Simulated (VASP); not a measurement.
Runs of VASP 6.6.1 on CdTe. Symmetry: F-43m, No. 216, cubic system. Conventional cell: a = 6.560 Å, b = 6.560 Å, c = 6.560 Å, α = 90.00°, β = 90.00°, γ = 90.00°. Around Cd (site symmetry -43m) lie 4 Te at 2.84 Å. Te (site symmetry -43m) is surrounded by 4 Cd at 2.84 Å. The cell is a database's computed one.

```tsv
task	level	cell	k mesh	cutoff (eV)	grid for exact exchange (PRECFOCK)	screening parameter	gap on the mesh (eV)	pressure (GPa)
band structure	PBE	as given	10 × 10 × 10	450	-	-	0.66	1.0
relaxation of cell and atoms	r2SCAN	relaxed	8 × 8 × 8	600	-	-	(a)	0.0
band structure	PBE	as given	10 × 10 × 10	600	-	-	0.66	(b)
band structure	HSE06	as given	6 × 6 × 6	450	Fast	0.2 1/A	1.44	-0.1
band structure	PBE	as given	10 × 10 × 10	300	-	-	0.66	-
```

Alike in all rows: potentials or basis VASP PAW PBE potentials, release 64 (Cd, Te); no spin polarisation; smearing gaussian 0.02 eV.

Problem. Fill in the values left out.

Solution. (a) 1.15; (b) 1.1.

Caveats: spin-orbit coupling is left out, which moves the levels of the heavy elements; the PAW data sets were made with another functional, which shifts forces and pressure a little (some runs); the relaxation stopped at its first step, so nothing moved (some runs); the cutoff is under 1.25 times the usual one of these potentials, so pressure, stress and relaxed cells hold a basis-set (Pulay) error (some runs).

A k mesh can miss the band edges, and the runs leave out spin-orbit coupling on Cd, Te.
